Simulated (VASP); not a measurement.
Calculation: LDA (Ceperley-Alder, Perdew-Zunger), VASP's LDA PAW potentials (set 64) (plane waves; VASP).

The input files of a VASP run:

### KPOINTS
```
kpoints
0
G
10 10 10
0 0 0
```

**POSCAR**
```
AuZn
1
    3.1947300000     0.0000000000     0.0000000000
    0.0000000000     3.1947300000     0.0000000000
    0.0000000000     0.0000000000     3.1947300000
Zn Au
1 1
Direct
  0.5000000000   0.5000000000   0.5000000000
  0.0000000000   0.0000000000   0.0000000000
```

**INCAR**
```
SYSTEM = AuZn
PREC = Accurate; ENCUT = 420; LREAL = .FALSE.
LASPH = .TRUE.
EDIFF = 1E-09; NELM = 100; ALGO = Normal
LMAXMIX = 6
ISMEAR = 1; SIGMA = 0.272
ISIF = 2
LWAVE = .FALSE.; LCHARG = .FALSE.
```

POTCAR, in this order: Zn Au (LDA.64 set). Program: vasp_std.

The resulting files:

**OUTCAR**
```
 ion  position               nearest neighbor table
   1  0.500  0.500  0.500-   2 2.77   2 2.77   2 2.77   2 2.77   2 2.77   2 2.77   2 2.77   2 2.77
  LATTYP: Found a simple cubic cell.
 ALAT       =     3.1947300000
 Subroutine PRICEL returns:
 Original cell was already a primitive cell.
 Subroutine GETGRP returns: Found 48 space group operations
The static configuration has the point symmetry O_h .
The dynamic configuration has the point symmetry O_h .
 Subroutine INISYM returns: Found 48 space group operations
 Subroutine IBZKPT returns following result:
 Found     56 irreducible k-points:

 Following reciprocal coordinates:
            Coordinates               Weight
  0.000000  0.000000  0.000000      1.000000
  0.100000  0.000000  0.000000      6.000000
  0.200000  0.000000  0.000000      6.000000
  0.300000  0.000000  0.000000      6.000000
  0.400000  0.000000  0.000000      6.000000
  0.500000  0.000000  0.000000      3.000000
  0.100000  0.100000  0.000000     12.000000
  0.200000  0.100000  0.000000     24.000000
  0.300000  0.100000  0.000000     24.000000
  0.400000  0.100000  0.000000     24.000000
  0.500000  0.100000  0.000000     12.000000
  0.200000  0.200000  0.000000     12.000000
  0.300000  0.200000  0.000000     24.000000
  0.400000  0.200000  0.000000     24.000000
  0.500000  0.200000  0.000000     12.000000
  0.300000  0.300000  0.000000     12.000000
  0.400000  0.300000  0.000000     24.000000
  0.500000  0.300000  0.000000     12.000000
  0.400000  0.400000  0.000000     12.000000
  0.500000  0.400000  0.000000     12.000000
  0.500000  0.500000  0.000000      3.000000
  0.100000  0.100000  0.100000      8.000000
  0.200000  0.100000  0.100000     24.000000
  0.300000  0.100000  0.100000     24.000000
  0.400000  0.100000  0.100000     24.000000
...
```

### OSZICAR
```
       N       E                     dE             d eps       ncg     rms          rms(c)
DAV:   1     0.112051210587E+03    0.11205E+03   -0.10356E+04  1720   0.170E+03
DAV:   2    -0.377906194166E+01   -0.11583E+03   -0.11218E+03  1785   0.312E+02
DAV:   3    -0.715874835976E+01   -0.33797E+01   -0.33668E+01  2044   0.633E+01
DAV:   4    -0.718067842982E+01   -0.21930E-01   -0.21927E-01  1967   0.448E+00
DAV:   5    -0.718093291475E+01   -0.25448E-03   -0.25448E-03  2058   0.487E-01    0.771E+00
DAV:   6    -0.669528643616E+01    0.48565E+00   -0.17762E+00  1701   0.159E+01    0.495E+00
DAV:   7    -0.666488896152E+01    0.30397E-01   -0.32988E-02  2376   0.393E+00    0.270E+00
DAV:   8    -0.665326535868E+01    0.11624E-01   -0.12109E-02  2085   0.133E+00    0.160E-01
DAV:   9    -0.665327816763E+01   -0.12809E-04   -0.47450E-04  1913   0.263E-01    0.780E-02
DAV:  10    -0.665326802656E+01    0.10141E-04   -0.51474E-05  2009   0.990E-02    0.159E-02
DAV:  11    -0.665326711838E+01    0.90818E-06   -0.72639E-06  1918   0.613E-02    0.396E-03
DAV:  12    -0.665326711527E+01    0.31087E-08   -0.18150E-07  2336   0.112E-02    0.194E-03
DAV:  13    -0.665326711752E+01   -0.22483E-08   -0.35193E-08  2309   0.362E-03    0.238E-04
DAV:  14    -0.665326711705E+01    0.47248E-09   -0.22207E-09  1305   0.586E-04
   1 F= -.66532671E+01 E0= -.66528726E+01  d E =-.118359E-02
```

**OUTCAR**
```
------------------------ aborting loop because EDIFF is reached ----------------------------------------
  FORCE on cell =-STRESS in cart. coord.  units (eV):
  Direction    XX          YY          ZZ          XY          YZ          ZX
  --------------------------------------------------------------------------------------
  Total       -2.3218537     -2.3218537     -2.3218537     -0.0000000      0.0000000     -0.0000000
  in kB     -114.0887839   -114.0887839   -114.0887839     -0.0000000      0.0000000     -0.0000000
  external PRESSURE =    -114.0887839 kB  Pullay stress =       0.0000000 kB
  volume of cell :       32.61
      direct lattice vectors                 reciprocal lattice vectors
     3.194730000  0.000000000  0.000000000     0.313015497  0.000000000  0.000000000
     0.000000000  3.194730000  0.000000000     0.000000000  0.313015497  0.000000000
     0.000000000  0.000000000  3.194730000     0.000000000  0.000000000  0.313015497
 POSITION                                       TOTAL-FORCE (eV/Angst)
 -----------------------------------------------------------------------------------
      1.59736      1.59736      1.59736         0.000000      0.000000      0.000000
      0.00000      0.00000      0.00000         0.000000      0.000000      0.000000
 -----------------------------------------------------------------------------------
    total drift:                                0.000000      0.000000     -0.000000
  FREE ENERGIE OF THE ION-ELECTRON SYSTEM (eV)
  ---------------------------------------------------
  free  energy   TOTEN  =        -6.6532671171 eV

  energy  without entropy=       -6.6520835297  energy(sigma->0) =       -6.65287259
```
(Selected blocks of OUTCAR.)

The structure is a typed AuZn crystal. The cell was not relaxed at this level. The run is one of a series of settings (EDIFF = 1E-09, ENCUT = 420, KPOINTS 10×10×10 Γ-centred mesh against the base run), some of them coarse on purpose. The electron count is odd and the run is not spin-polarised, which forces a metal.
